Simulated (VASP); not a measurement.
Computed with PBEsol GGA, VASP's PBE PAW potentials (set 64) (plane waves; VASP 6.6.1).

The input files of a VASP run:

**POSCAR**
```
CdF2
1
    0.0000000000     2.6950000000     2.6950000000
    2.6950000000     0.0000000000     2.6950000000
    2.6950000000     2.6950000000     0.0000000000
Cd F
1 2
Direct
  0.0003340000  -0.0021710000  -0.0021310000
  0.2466120000   0.2542770000   0.2521160000
  0.7530530000   0.7478940000   0.7500140000
```

INCAR:
```
SYSTEM  =  CdF2
PREC  =  Accurate; ENCUT  =  400; LREAL  =  .False.
LASPH  =  .True.
EDIFF  =  1E-6; NELM  =  100; ALGO  =  Normal
LMAXMIX  =  4
ISMEAR  =  -1; SIGMA  =  0.02
GGA  =  PS
ISIF  =  2
LWAVE  =  .False.; LCHARG  =  .False.
```

KPOINTS:
```
Regular mesh
0
Gamma
1 1 1
0 0 0
```

POTCAR, in this order: Cd F (PBE.64 set). Program: vasp_std.

What VASP printed:

**OSZICAR**
```
       N       E                     dE             d eps       ncg     rms          rms(c)
DAV:   1     0.189665801645E+03    0.18967E+03   -0.14154E+04    34   0.123E+03
DAV:   2    -0.241787976061E+01   -0.19208E+03   -0.18309E+03    44   0.362E+02
DAV:   3    -0.941025074770E+01   -0.69924E+01   -0.69871E+01    34   0.777E+01
DAV:   4    -0.943371497471E+01   -0.23464E-01   -0.23464E-01    34   0.501E+00
DAV:   5    -0.943380532967E+01   -0.90355E-04   -0.90355E-04    34   0.280E-01    0.168E+01
DAV:   6    -0.615250468830E+01    0.32813E+01   -0.11474E+01    42   0.501E+01    0.150E+01
DAV:   7    -0.613981984379E+01    0.12685E-01   -0.20695E+00    34   0.135E+01    0.109E+01
DAV:   8    -0.619124189723E+01   -0.51422E-01   -0.84913E-01    34   0.953E+00    0.373E+00
DAV:   9    -0.612057062049E+01    0.70671E-01   -0.37877E-01    34   0.658E+00    0.314E-01
DAV:  10    -0.612276031919E+01   -0.21897E-02   -0.13548E-02    34   0.972E-01    0.266E-01
DAV:  11    -0.612276856953E+01   -0.82503E-05   -0.35832E-04    34   0.252E-01    0.120E-01
DAV:  12    -0.612273557719E+01    0.32992E-04   -0.88489E-05    34   0.131E-01    0.388E-02
DAV:  13    -0.612272889162E+01    0.66856E-05   -0.55057E-05    34   0.706E-02    0.187E-02
DAV:  14    -0.612272820823E+01    0.68339E-06   -0.30925E-06    33   0.154E-02
   1 F= -.61227282E+01 E0= -.61227282E+01  d E =-.809949E-11
```

**OUTCAR**
```
------------------------ aborting loop because EDIFF is reached ----------------------------------------
  FORCE on cell =-STRESS in cart. coord.  units (eV):
  Direction    XX          YY          ZZ          XY          YZ          ZX
  --------------------------------------------------------------------------------------
  Total        3.7205822      3.7251115      3.7234437      0.0018214     -0.0724093      0.0407555
  in kB      152.2702931    152.4556611    152.3874023      0.0745418     -2.9634565      1.6679789
  external PRESSURE =     152.3711188 kB  Pullay stress =       0.0000000 kB
  volume of cell :       39.15
      direct lattice vectors                 reciprocal lattice vectors
     0.000000000  2.695000000  2.695000000    -0.185528757  0.185528757  0.185528757
     2.695000000  0.000000000  2.695000000     0.185528757 -0.185528757  0.185528757
     2.695000000  2.695000000  0.000000000     0.185528757  0.185528757 -0.185528757
 POSITION                                       TOTAL-FORCE (eV/Angst)
 -----------------------------------------------------------------------------------
      5.37841      2.69016      2.69005         0.058120      0.021755      0.025055
      1.36473      1.34407      1.34990        -0.022964     -0.012108     -0.012599
      4.03686      4.05077      4.04505        -0.035156     -0.009647     -0.012456
 -----------------------------------------------------------------------------------
    total drift:                                0.000917      0.000584      0.000439
  FREE ENERGIE OF THE ION-ELECTRON SYSTEM (eV)
  ---------------------------------------------------
  free  energy   TOTEN  =        -6.1227282082 eV

  energy  without entropy=       -6.1227282082  energy(sigma->0) =       -6.12272821
```
(Selected blocks of OUTCAR.)

**OUTCAR**
```
 val. band max:       -0.8696659599   @ k =   0.0000   0.0000   0.0000

 cond. band min:       1.8214667453   @ k =   0.0000   0.0000   0.0000


 Fermi energy:        -0.3434579332

 k-point     1 :       0.0000    0.0000    0.0000
  band No.  band energies     occupation
      1     -20.6564      2.00000
      2     -19.3775      2.00000
      3      -7.0554      2.00000
      4      -7.0448      2.00000
      5      -7.0351      2.00000
      6      -6.1960      2.00000
      7      -6.1954      2.00000
      8      -0.9405      2.00000
      9      -0.9199      2.00000
     10      -0.9043      2.00000
     11      -0.9012      2.00000
     12      -0.8862      2.00000
     13      -0.8697      2.00000
     14       1.8215      0.00000
     15      11.2248      0.00000
     16      11.2583      0.00000
     17      11.2932      0.00000
```

At this cut-off the stress carries a Pulay error, which pulls relaxed volumes low.

The structure is a typed CdF2 crystal. The cell was not relaxed at this level, atoms are displaced from their ideal sites. The k-mesh is coarse (spacing up to 2.02 per Å, 2π included), so the numbers may not be converged in it. The run is one of a series of settings (KPOINTS 1×1×1 Γ-centred mesh against the base run), some of them coarse on purpose.
